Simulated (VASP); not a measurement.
Output of a VASP run:

OSZICAR:
```
       N       E                     dE             d eps       ncg     rms          rms(c)
DAV:   1     0.469358342595E+02    0.46936E+02   -0.36349E+03   896   0.864E+02
DAV:   2     0.249802264038E+01   -0.44438E+02   -0.44336E+02   912   0.213E+02
DAV:   3     0.120865763459E+01   -0.12894E+01   -0.12880E+01  1456   0.331E+01
DAV:   4     0.118974272223E+01   -0.18915E-01   -0.18882E-01  1352   0.331E+00
DAV:   5     0.118940158831E+01   -0.34113E-03   -0.34123E-03  1536   0.221E-01    0.240E+00
DAV:   6     0.118922212553E+01   -0.17946E-03   -0.22836E-03  1432   0.343E-01    0.150E+00
DAV:   7     0.118805638341E+01   -0.11657E-02   -0.54552E-03  1320   0.494E-01    0.662E-02
DAV:   8     0.118790228524E+01   -0.15410E-03   -0.27874E-04  1352   0.197E-01    0.223E-02
DAV:   9     0.118783120451E+01   -0.71081E-04   -0.11051E-04  1176   0.600E-02    0.118E-02
DAV:  10     0.118782925756E+01   -0.19470E-05   -0.87247E-06  1488   0.227E-02    0.317E-03
DAV:  11     0.118782895860E+01   -0.29896E-06   -0.72706E-07  1208   0.622E-03    0.141E-03
DAV:  12     0.118782908312E+01    0.12453E-06   -0.15378E-07  1472   0.243E-03    0.462E-04
DAV:  13     0.118782902882E+01   -0.54299E-07   -0.47449E-09   800   0.565E-04
   1 F= 0.11878290E+01 E0= 0.11878290E+01  d E =0.000000E+00
```

### OUTCAR
```
------------------------ aborting loop because EDIFF is reached ----------------------------------------
  FORCE on cell =-STRESS in cart. coord.  units (eV):
  Direction    XX          YY          ZZ          XY          YZ          ZX
  --------------------------------------------------------------------------------------
  Total       -0.0005309     -0.0005309     -0.0005309      0.0000000     -0.0000000      0.0000000
  in kB       -0.0121370     -0.0121370     -0.0121370      0.0000000     -0.0000000      0.0000000
  external PRESSURE =      -0.0121370 kB  Pullay stress =       0.0000000 kB
  volume of cell :       70.09
      direct lattice vectors                 reciprocal lattice vectors
    -2.597338805  2.597338805  2.597338805     0.000000000  0.192504728  0.192504728
     2.597338805 -2.597338805  2.597338805     0.192504728  0.000000000  0.192504728
     2.597338805  2.597338805 -2.597338805     0.192504728  0.192504728  0.000000000
 POSITION                                       TOTAL-FORCE (eV/Angst)
 -----------------------------------------------------------------------------------
      0.00000      0.00000      0.00000        -0.000000      0.000000     -0.000000
 -----------------------------------------------------------------------------------
    total drift:                               -0.000000     -0.000000      0.000000
  FREE ENERGIE OF THE ION-ELECTRON SYSTEM (eV)
  ---------------------------------------------------
  free  energy   TOTEN  =         1.1878290288 eV

  energy  without entropy=        1.1878290288  energy(sigma->0) =        1.18782903

 total charge

# of ion       s       p       d       tot
------------------------------------------
    1        1.981   5.534   0.005   7.520
```
(Selected blocks of OUTCAR.)

### POSCAR
```
K
1
   -2.5973388052     2.5973388052     2.5973388052
    2.5973388052    -2.5973388052     2.5973388052
    2.5973388052     2.5973388052    -2.5973388052
K
1
Direct
  0.0000000000   0.0000000000   0.0000000000
```

**Question.** Write an INCAR and KPOINTS that could have produced this output.

**Answer.** This is not unique; one that fits is the input of the run itself, optB86b-vdW, plane waves, VASP's PBE PAW potentials (set 64).

**INCAR**
```
# general
SYSTEM   = K
PREC     = Accurate
ENCUT    = 520   # plane-wave cut-off (eV)
LREAL    = .FALSE.
LASPH    = .TRUE.

# electronic loop
EDIFF    = 1E-7
NELM     = 100
ALGO     = Normal

# smearing
ISMEAR   = -5   # tetrahedra, Bloechl

# functional
GGA      = MK
LUSE_VDW = .TRUE.
AGGAC    = 0.0
PARAM1   = 0.1234
PARAM2   = 1.0

# ions
ISIF     = 2

# output
LWAVE    = .FALSE.
LCHARG   = .TRUE.
LORBIT   = 11   # lm-projected
NEDOS    = 601   # DOS grid
```

### KPOINTS
```
Automatic mesh
0
Gamma
11 11 11
0 0 0
```

POTCAR, in this order: K_sv (PBE.64 set). Program: vasp_std.

For a metal the tetrahedron method with Blöchl corrections gives inexact stress and forces.

The compound is K in the bcc structure. It was relaxed first.
